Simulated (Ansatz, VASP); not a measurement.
# Cross-check of SnTe between VASP and Ansatz

Aim: how closely do two programs agree when they are given the same cell, functional and k mesh? The cell is taken from a series of runs on this material, whose earlier steps may have relaxed, scaled, displaced or heated it; both programs get it as it stands.

Main program and level: Ansatz 0.2.0; plane waves, with VASP 6.6.1 beside it; zone-centre phonons at PBEsol.

## Step 1: The structure

Symmetry: R-3m, No. 166, trigonal system. Conventional cell: a = 4.269 Å, b = 4.269 Å, c = 11.410 Å, α = 90.00°, β = 90.00°, γ = 120.00°. Nearest to Sn lie 6 Te at 3.11 Å. Te has 6 Sn at 3.11 Å nearest. Farther neighbours and most contacts between anions are not listed.

## Step 2: Ansatz: zone-centre phonons, PBEsol

Ansatz runs on its PAW soft_1 files.

Second derivatives magnify differences that forces hide, and they need a tight electronic threshold.

The input, input.yaml:

```yaml
crystal:
  lattice:
    - [0.1835870424, 3.2019528504, 3.2019528504]
    - [3.2019528504, 0.1835870424, 3.2019528504]
    - [3.2019528504, 3.2019528504, 0.1835870424]
  atoms:
    - { symbol: Sn, position: [0.0, 0.0, 0.0] }
    - { symbol: Te, position: [0.5, 0.5, 0.5] }
kpoints:
  mp_grid: { grid: [12, 12, 12] }
hamiltonian:
  xc: pbesol
  pseudopotentials: { kind: paw, azcp: { folder: soft_1 }, xc_functional: pbe }
scf:
  occupations: { method: gaussian, width: 0.01 }
output:
  eigenvalues: true
phonons:
  method: dfpt
```

On the command line:

```console
> ansatz run input.yaml --threads 4 --pin off --max-ram 10240MiB --backend cpu --events-out ev --progress --plain --runs-dir out
```

Numbers of over 12 decimals in the logs are rounded to 6 here.

The program printed:

```text
Engine: ansatz 0.2.0, x86_64-unknown-linux-gnu
Pseudopotentials: kind: paw
Pseudopotential: Sn, paw, valence charge 14, recommended cutoff 420 eV (normal), soft_1/Sn.paw.azcp
Pseudopotential: Te, paw, valence charge 16, recommended cutoff 420 eV (normal), soft_1/Te.paw.azcp
Functional definition: PBEsol
  exchange = pbesol_x
  correlation = pbesol_c
Crystal: 2 atoms, lattice volume = 60.016 Å³
Basis set: ecut = 420 eV, 1183 PW (Γ), exchange–correlation on 64×64×64 points (8 copies of the dense FFT grid, shifted against one another)
Bands: 19, of which v1, the nominal top of the filled ones, is band 15 counted from 1 (14 counted from 0)
Symmetry: 12 space group operations
k-points: 476 of 1728 (irreducible under 2 space group operations, time reversal used)
Non-local potential: Sn, projectors of the file, l = 0: 2, l = 1: 2, l = 2: 2, l = 3: 1
Non-local potential: Te, projectors of the file, l = 0: 2, l = 1: 2, l = 2: 2, l = 3: 1
PAW form: soft (Blöchl's): semilocal exchange-correlation on the pseudo side does not see the compensation charge
PAW frozen core: Sn, regenerated for the run's functional, and the local potential with it (the file was generated under x = pbe(κ = 0.804, μ = 0.219515), c = pbe(β = 0.066725))
PAW frozen core: Te, regenerated for the run's functional, and the local potential with it (the file was generated under x = pbe(κ = 0.804, μ = 0.219515), c = pbe(β = 0.066725))
PAW one-centre angular grid: Sn, 590 points (default); XC on 64 Gauss nodes
PAW one-centre angular grid: Te, 590 points (default); XC on 64 Gauss nodes
Initial density: superposition of atomic densities (chi_scale 0.1, normalization cell, long waves kept (reshape's long-wave potential 0.00 eV rms))
Initial wavefunctions: pseudopotential atomic-orbital guess
Functional: x = pbesol(κ = 0.804, μ = 0.123457), c = pbesol(β = 0.046)
SCF iter   1: F=—  HF=-12851.969601 eV  |F-HF|=—  |Δ(HF+E_count)|=         —  Δρ=1.09e-2  dr2=6.51e-2  ethr=3.10e-3  ⟨swp⟩=7.4  Hψ=52325  notcnv=0
preconditioner: auto → none  [insulator: Δε(μ)=0.041 eV  Ē_g=8.835 eV  σ=0.010 eV  W_gap=0.62  n_scr=14 (ndim 8)  ℏωp=15.2 eV  f_vac=0.000  D(μ)=1.64/eV (n_scr^D=14)  ε∞_Penn≈3.9]
SCF iter   2: F=—  HF=-12851.965390 eV  |F-HF|=—  |Δ(HF+E_count)|=   4.21e-3  Δρ=5.43e-3  dr2=1.71e-2  ethr=2.17e-4  ⟨swp⟩=2.0  Hψ=14727  notcnv=0  defer=6
SCF iter   3: F=—  HF=-12851.965727 eV  |F-HF|=—  |Δ(HF+E_count)|=   3.37e-4  Δρ=3.82e-4  dr2=5.71e-5  ethr=5.71e-5  ⟨swp⟩=2.9  Hψ=14278  notcnv=0  defer=6
SCF iter   4: F=—  HF=-12851.965741 eV  |F-HF|=—  |Δ(HF+E_count)|=   1.39e-5  Δρ=8.39e-5  dr2=2.54e-6  ethr=1.90e-7  ⟨swp⟩=2.2  Hψ=16411  notcnv=0  defer=6
SCF iter   5: F=—  HF=-12851.965745 eV  |F-HF|=—  |Δ(HF+E_count)|=   3.26e-6  Δρ=1.67e-5  dr2=9.98e-8  ethr=8.46e-9  ⟨swp⟩=2.1  Hψ=14259  notcnv=0  defer=6
SCF iter   6: F=—  HF=-12851.965745 eV  |F-HF|=—  |Δ(HF+E_count)|=   5.97e-8  Δρ=2.87e-6  dr2=3.92e-9  ethr=3.33e-10  ⟨swp⟩=2.1  Hψ=15570  notcnv=0  defer=6
SCF iter   7: F=—  HF=-12851.965745 eV  |F-HF|=—  |Δ(HF+E_count)|=  3.24e-10  Δρ=7.42e-7  dr2=2.34e-10  ethr=1.31e-11  ⟨swp⟩=2.7  Hψ=17428  notcnv=0  defer=6
SCF iter   8: F=-12851.965745 eV  HF=-12851.965745 eV  |F-HF|=0.00e0  |Δ(HF+E_count)|=  2.91e-11  Δρ=1.45e-7  dr2=9.63e-12  ethr=1.00e-12  ⟨swp⟩=5.4  Hψ=51218  notcnv=0
SCF 1 converged in 8 iterations: F = -12851.965745 eV  dr2 = 9.63e-12
  greatest PAW one-centre occupation: 0.998 electrons in one spin orbital (limit 2), on the Te atom at site 1 (counted from 0), in its partial waves of l = 2
DFPT response loops at Γ: preconditioner auto → Kerker (q_TF=auto, 2.431 Å⁻¹) (partly filled bands, converged f_vac=0.001); β = 1.00, the filter's whole step (`scf.mixing.beta` (0.50) is not read by the response loops under this deck's `scf.mixing.preconditioner`; to damp them name `kerker` or `kerker_dos`, under which they read `scf.mixing.beta`, and type it under 1.00, their step now; both keys bind the ground state too); Broyden in place of MSR1
SCF converged after 8 iterations
Free energy (F): -12851.965745 eV
Harris-Foulkes:  -12851.965745 eV  (|F-HF|=0.00e0)
Internal energy: -12851.965659 eV  (E = F + TS)
E sigma→0 (E₀):  -12851.965702 eV
Entropy (-TS):   -0.000086 eV (-0.043 meV/atom)
Fermi energy:    10.009488 eV
--- Per-component energies (eV) ---
  E_band       = -339.654266
  E_kinetic    = 340.320862
  E_local      = -2616.145015  (includes V_loc(G=0)·N_el)
  E_nonlocal   = 215.652025
  E_hartree    = 1310.908407
  E_xc         = -246.870370
  E_vxc        = -183.004753  (∫ρ·V_xc dr)
  E_paw        = -8888.493773  (= ΣΔE_a)
  E_vpaw       = -718.294412  (= ΣTr[D̂ρ^β])
  E_aug_tail   = 0.000373  (compensation charges beyond the density's cutoff)
  E_ewald      = -2967.997819
  E_core_change = 0.659651  (= ΣΔE_core)
  E_smearing   = -0.000086  (= −TS)
  E_closure    = -0.000000  (closes the sum)
  Σ components = -12851.965745   (vs F -12851.965745, Δ=0.00e0)
--- Band table (eV; the first three rows and the last of 476) ---
  k-point 0: bands = [... 11 lower, 5.5531, 7.3574, 8.2709, 8.2709, 13.5733, 13.5733, 13.8241, 14.2764]
  k-point 1: bands = [... 11 lower, 5.2007, 7.4347, 8.2657, 8.4309, 13.1585, 13.2179, 13.4339, 14.4921]
  k-point 2: bands = [... 11 lower, 4.4200, 7.5408, 8.2586, 8.7889, 12.3134, 12.4948, 12.6861, 14.8436]
  k-point 475: bands = [... 11 lower, 1.3497, 8.6354, 8.6354, 10.6252, 10.9038, 10.9308, 10.9308, 17.6311]
--- Phonons (Γ-DFPT): 2 representative perturbations + reference, on 476 of 1728 k-points (Σ response iterations 6) ---
  k mesh reduced under 2 symmetry operations, with k and −k counted as one. Each operation leaves every solved perturbation unchanged. A smaller set is not used because it would not reduce the number of displacements times k-points to solve
  ASR residual: 9.285e-5 → 0.000e0 eV/Å²; symmetrization residual: 4.482e-6 eV/Å²
  ASR residual per site (eV/Å²): 9.28e-5 1.15e-5
  Γ frequencies (cm⁻¹): 0.00 0.00 0.00 30.34 63.65 63.65
  non-analytic LO–TO correction: not included (Born effective charges unavailable; polar crystals: no LO–TO splitting at Γ)
```

## Step 3: VASP: zone-centre phonons, PBEsol

The same cell, functional, mesh and smearing now go to VASP, with its own data sets.

Lines of VASP's logs that name or quote its potential files are left out, and so is its time.

The input, INCAR:

```
SYSTEM = SnTe
PREC = Accurate
ENCUT = 500
EDIFF = 1E-08
NELM = 120
ISMEAR = 0
SIGMA = 0.01
LREAL = .FALSE.
ALGO = Normal
GGA = PS
NBANDS = 16
LORBIT = 11
LWAVE = .FALSE.
LCHARG = .FALSE.
ISIF = 2
IBRION = 8
LASPH = .TRUE.
GGA_COMPAT = .FALSE.
KPAR = 2
```

The input, POSCAR:

```
SnTe
1.0
    0.1835870424      3.2019528504      3.2019528504
    3.2019528504      0.1835870424      3.2019528504
    3.2019528504      3.2019528504      0.1835870424
Sn Te
1 1
Direct
    0.0000000000      0.0000000000      0.0000000000
    0.5000000000      0.5000000000      0.5000000000
```

The input, KPOINTS:

```
Automatic mesh
0
Gamma
12 12 12
0 0 0
```

Potentials, in the order of the species: Sn_d and Te (PBE family, release 64).

On the command line:

```console
> mpirun -np 2 vasp_std
```

The program printed:

```text
[banner, memory and clock lines left out]
running    2 mpi-ranks, on    1 nodes
 distrk:  each k-point on    1 cores,    2 groups
 distr:  one band on    1 cores,    1 groups

 POSCAR found type information on POSCAR SnTe
 POSCAR found :  2 types and       2 ions
|                                                                             |
|               ----> ADVICE to this user running VASP <----                  |
|                                                                             |
|     You enforced a specific xc type in the INCAR file but a different       |
|     [... a line on the potential file left out ...]
|     I HOPE YOU KNOW WHAT YOU ARE DOING!                                     |
|                                                                             |

 LDA part: xc-table for (Slater+PW92), standard interpolation
 POSCAR, INCAR and KPOINTS ok, starting setup
 FFT: planning ... GRIDC
 FFT: planning ... GRID_SOFT
 FFT: planning ... GRID
 WAVECAR not read
 entering main loop
       N       E                     dE             d eps       ncg     rms          rms(c)
DAV:   1     0.120707709703E+03    0.12071E+03   -0.94524E+03  6128   0.141E+03
DAV:   2     0.161084293298E+01   -0.11910E+03   -0.11634E+03  6648   0.350E+02
DAV:   3    -0.808048499726E+01   -0.96913E+01   -0.96505E+01  7568   0.864E+01
DAV:   4    -0.833492965984E+01   -0.25444E+00   -0.25439E+00  7376   0.154E+01
DAV:   5    -0.834605598877E+01   -0.11126E-01   -0.11126E-01  8968   0.294E+00    0.524E+00
DAV:   6    -0.829968184115E+01    0.46374E-01   -0.10228E-01  8816   0.269E+00    0.327E+00
DAV:   7    -0.829768466998E+01    0.19972E-02   -0.42275E-02  8224   0.138E+00    0.621E-01
DAV:   8    -0.829673087085E+01    0.95380E-03   -0.83990E-03  7824   0.795E-01    0.149E-01
DAV:   9    -0.829680721929E+01   -0.76348E-04   -0.89175E-04  8392   0.278E-01    0.461E-02
DAV:  10    -0.829675648277E+01    0.50737E-04   -0.16993E-04  8264   0.123E-01    0.179E-02
DAV:  11    -0.829675713363E+01   -0.65086E-06   -0.37971E-05  8088   0.444E-02    0.245E-02
DAV:  12    -0.829675648021E+01    0.65342E-06   -0.43459E-06  7752   0.178E-02    0.641E-03
DAV:  13    -0.829675639237E+01    0.87839E-07   -0.43362E-07  7736   0.437E-03    0.397E-03
DAV:  14    -0.829675645548E+01   -0.63108E-07   -0.76066E-08  7400   0.188E-03    0.841E-04
DAV:  15    -0.829675644557E+01    0.99153E-08   -0.53337E-09  4536   0.630E-04
   1 F= -.82967564E+01 E0= -.82967196E+01  d E =-.736526E-04
 Linear response reoptimize wavefunctions to high precision
DAV:   1    -0.829675644730E+01   -0.17344E-08   -0.10484E-09  5592   0.213E-04
DAV:   2    -0.829675644731E+01   -0.14097E-10   -0.10018E-10  4008   0.973E-05
 Linear response DOF=           2
 Linear response progress:
  Degree of freedom:   1/  2
       N       E                     dE             d eps       ncg     rms          rms(c)
RMM:   1    -0.215022277307E+00   -0.21502E+00    0.33124E-01 18383   0.106E+01
RMM:   2    -0.220315120487E+00   -0.52928E-02   -0.11858E-02 27273   0.871E-01    0.841E-02
RMM:   3    -0.220152579213E+00    0.16254E-03   -0.92221E-04 29855   0.244E-01    0.454E-02
RMM:   4    -0.219863748839E+00    0.28883E-03   -0.84675E-05 30154   0.739E-02    0.893E-03
RMM:   5    -0.219853141715E+00    0.10607E-04   -0.79678E-06 31069   0.226E-02    0.362E-03
RMM:   6    -0.219859164387E+00   -0.60227E-05   -0.13049E-06 30609   0.755E-03    0.124E-03
RMM:   7    -0.219858544242E+00    0.62014E-06   -0.29185E-07 31400   0.297E-03    0.718E-04
RMM:   8    -0.219854857972E+00    0.36863E-05    0.34706E-07 30266   0.131E-03    0.123E-04
RMM:   9    -0.219855388074E+00   -0.53010E-06    0.42338E-07 32077   0.593E-04    0.235E-04
RMM:  10    -0.219855067008E+00    0.32107E-06    0.49814E-07 31628   0.288E-04    0.177E-04
RMM:  11    -0.219855008989E+00    0.58018E-07    0.34212E-07 33597   0.147E-04    0.172E-04
RMM:  12    -0.219854289004E+00    0.71998E-06    0.17448E-07 29153   0.120E-04    0.240E-04
RMM:  13    -0.219854458518E+00   -0.16951E-06    0.76249E-08 31501   0.716E-05    0.832E-06
RMM:  14    -0.219854465635E+00   -0.71176E-08    0.30966E-08 33183   0.358E-05    0.490E-06
 first order change of Fermi-energy  -0.10735E-03
 force on displaced ion       1 direction 1 :  -0.745   0.231   0.231
 Linear response progress:
  Degree of freedom:   2/  2
       N       E                     dE             d eps       ncg     rms          rms(c)
RMM:   1    -0.466395955763E-01   -0.46640E-01    0.66188E-02 33123   0.888E-01
RMM:   2    -0.470390411443E-01   -0.39945E-03   -0.19980E-03 28763   0.221E-01    0.671E-02
RMM:   3    -0.472041507853E-01   -0.16511E-03   -0.16001E-04 29281   0.635E-02    0.489E-02
RMM:   4    -0.474546308691E-01   -0.25048E-03   -0.22086E-05 28810   0.313E-02    0.592E-03
RMM:   5    -0.474637165544E-01   -0.90857E-05   -0.10643E-06 29819   0.752E-03    0.305E-03
RMM:   6    -0.474633945906E-01    0.32196E-06   -0.10061E-07 29160   0.222E-03    0.711E-04
RMM:   7    -0.474621022220E-01    0.12924E-05   -0.46047E-08 29947   0.513E-04    0.135E-04
RMM:   8    -0.474620894178E-01    0.12804E-07    0.64460E-09 29037   0.174E-04    0.311E-05
RMM:   9    -0.474620477960E-01    0.41622E-07    0.27099E-07 31242   0.595E-05    0.152E-05
RMM:  10    -0.474620960129E-01   -0.48217E-07    0.25508E-07 32732   0.187E-05    0.352E-06
RMM:  11    -0.474620778604E-01    0.18152E-07    0.33888E-08 29580   0.823E-06    0.766E-07
RMM:  12    -0.474620791086E-01   -0.12482E-08   -0.64815E-09 23454   0.519E-06    0.234E-07
 first order change of Fermi-energy   0.35549E-03
 force on displaced ion       2 direction 1 :  -0.736   0.229   0.229
 Linear response finished
```

Parts of OUTCAR (step 3):

```text
ion  position               nearest neighbor table
   1  0.000  0.000  0.000-   2 3.11   2 3.11   2 3.11   2 3.11   2 3.11   2 3.11
   2  0.500  0.500  0.500-   1 3.11   1 3.11   1 3.11   1 3.11   1 3.11   1 3.11

  LATTYP: Found a trigonal (rhomboedric) cell.
 ALAT       =     4.5319651714
 COS(alpha) =     0.5564213673

 Subroutine GETGRP returns: Found 12 space group operations
 (whereof 12 operations were pure point group operations)

The static configuration has the point symmetry D_3d.

 Found    189 irreducible k-points:

   k-points           NKPTS =    189   k-points in BZ     NKDIM =    189   number of bands    NBANDS=     16

   dimension x,y,z NGX =    36 NGY =   36 NGZ =   36
   dimension x,y,z NGXF=    72 NGYF=   72 NGZF=   72

   ENCUT  =  500.0 eV  36.75 Ry    6.06 a.u.   8.26  8.26  8.26*2*pi/ulx,y,z

   NELECT =      20.0000    total number of electrons

 k-points in reciprocal lattice and weights: Automatic mesh
   0.00000000  0.00000000  0.00000000       0.001
   0.08333333  0.00000000  0.00000000       0.003
   0.16666667  0.00000000 -0.00000000       0.003
   0.25000000  0.00000000  0.00000000       0.003
   0.33333333  0.00000000  0.00000000       0.003
   0.41666667 -0.00000000 -0.00000000       0.003
   0.50000000  0.00000000  0.00000000       0.002
   0.08333333  0.08333333  0.00000000       0.003
   0.16666667  0.08333333  0.00000000       0.007
[...]
-0.41666667  0.50000000  0.41666667       0.003
   0.50000000  0.50000000  0.50000000       0.001

 average (electrostatic) potential at core
       1 -99.9047       2 -87.2829

  Total        0.5631550      0.5631550      0.5631550     -0.2738261     -0.2738261     -0.2738261
  in kB       15.0340041     15.0340041     15.0340041     -7.3100687     -7.3100687     -7.3100687
  external PRESSURE =      15.0340041 kB  Pullay stress =       0.0000000 kB

  energy-cutoff  :      500.00
  volume of cell :       60.02
      direct lattice vectors                 reciprocal lattice vectors
     0.183587042  3.201952850  3.201952850    -0.170269129  0.161035976  0.161035976
     3.201952850  0.183587042  3.201952850     0.161035976 -0.170269129  0.161035976
     3.201952850  3.201952850  0.183587042     0.161035976  0.161035976 -0.170269129

 POSITION                                       TOTAL-FORCE (eV/Angst)
 -----------------------------------------------------------------------------------
      0.00000      0.00000      0.00000         0.000000     -0.000000      0.000000
      3.29375      3.29375      3.29375        -0.000000      0.000000     -0.000000
 -----------------------------------------------------------------------------------
    total drift:                               -0.000000      0.000000      0.000000

 Eigenvectors and eigenvalues of the dynamical matrix
 ----------------------------------------------------

   1 f  =    1.964146 THz    12.341095 2PiTHz   65.516867 cm-1     8.123053 meV
             X         Y         Z           dx          dy          dz
      0.000000  0.000000  0.000000     0.550143   -0.457978   -0.092165
      3.293746  3.293746  3.293746    -0.527612    0.439222    0.088390

   2 f  =    1.964146 THz    12.341095 2PiTHz   65.516867 cm-1     8.123053 meV
             X         Y         Z           dx          dy          dz
      0.000000  0.000000  0.000000     0.211203    0.370837   -0.582039
      3.293746  3.293746  3.293746    -0.202553   -0.355649    0.558202

   3 f  =    1.055645 THz     6.632814 2PiTHz   35.212532 cm-1     4.365796 meV
             X         Y         Z           dx          dy          dz
      0.000000  0.000000  0.000000     0.418113    0.418113    0.418113
      3.293746  3.293746  3.293746    -0.398140   -0.398140   -0.398140

   4 f/i=    0.005602 THz     0.035198 2PiTHz    0.186863 cm-1     0.023168 meV
             X         Y         Z           dx          dy          dz
      0.000000  0.000000  0.000000    -0.428959    0.533145   -0.104186
      3.293746  3.293746  3.293746    -0.447277    0.555912   -0.108635

   5 f/i=    0.005602 THz     0.035198 2PiTHz    0.186863 cm-1     0.023168 meV
             X         Y         Z           dx          dy          dz
      0.000000  0.000000  0.000000     0.367963    0.187508   -0.555471
      3.293746  3.293746  3.293746     0.383676    0.195515   -0.579191

   6 f/i=    0.006771 THz     0.042543 2PiTHz    0.225852 cm-1     0.028002 meV
             X         Y         Z           dx          dy          dz
      0.000000  0.000000  0.000000     0.398140    0.398140    0.398140
      3.293746  3.293746  3.293746     0.418113    0.418113    0.418113

 ELASTIC MODULI CONTR FROM IONIC RELAXATION (kBar)
 Direction    XX          YY          ZZ          XY          YZ          ZX
 --------------------------------------------------------------------------------
 XX           0.0000      0.0000      0.0000      0.0000      0.0000      0.0000
 YY           0.0000      0.0000      0.0000      0.0000      0.0000      0.0000
 ZZ           0.0000      0.0000      0.0000      0.0000      0.0000      0.0000
 XY           0.0000      0.0000      0.0000      0.0000      0.0000      0.0000
 YZ           0.0000      0.0000      0.0000      0.0000      0.0000      0.0000
 ZX           0.0000      0.0000      0.0000      0.0000      0.0000      0.0000
 --------------------------------------------------------------------------------
```

## Step 4: Side by side

Known differences besides the potentials themselves: the data sets hold 30 valence electrons in Ansatz (on its PAW soft_1 files) and 20 in VASP; the cutoff is 420 eV in Ansatz and 500 eV in VASP; Ansatz makes its cores anew for this functional, VASP keeps those of its PBE data sets. Total energies have different zeros and are not compared.

The two programs side by side:

| quantity | Ansatz | VASP | difference |
| --- | --- | --- | --- |
| optical mode 1 (cm⁻¹) | 30.3 | 35.2 | -4.9 |
| optical mode 2 to 3 (cm⁻¹) | 63.6 | 65.5 | -2.85 % |

Modes are paired by rising frequency, not by their patterns, so a pair may set unlike modes beside each other; they are those without the splitting of longitudinal modes.

## Step 5: Results

```
r.m.s. difference of the optical zone-centre modes, each program's sorted by frequency (zone-centre phonons, PBEsol) : 3.2 cm⁻¹
difference in optical mode 2 to 3 (zone-centre phonons, PBEsol)                                                      : -2.8 %
```

What this shows: The r.m.s. difference of the optical zone-centre modes, each program's sorted by frequency is 3.2 cm⁻¹ (zone-centre phonons, PBEsol). The data sets hold unlike numbers of valence electrons (30 in Ansatz and 20 in VASP), so part of the differences comes from the potentials. Among the rows given in per cent, the largest difference of the zone-centre phonons, PBEsol pair is in optical mode 2 to 3, -2.8 %. How closely two codes agree says nothing of how well the functional describes the real material.

[Lines on the potential files, build, host, timing and source positions are cut from VASP's logs without a mark.]

[Logs are printed without paths, hosts, clocks, repeated set-up lines and the standing remarks that a program may print on its own settings, such as how far it seeks lower states.]

[Hosts, paths, dates, database ids (printed as entryN), source tags and the programs' standing remarks are cut or masked in the printed files.]
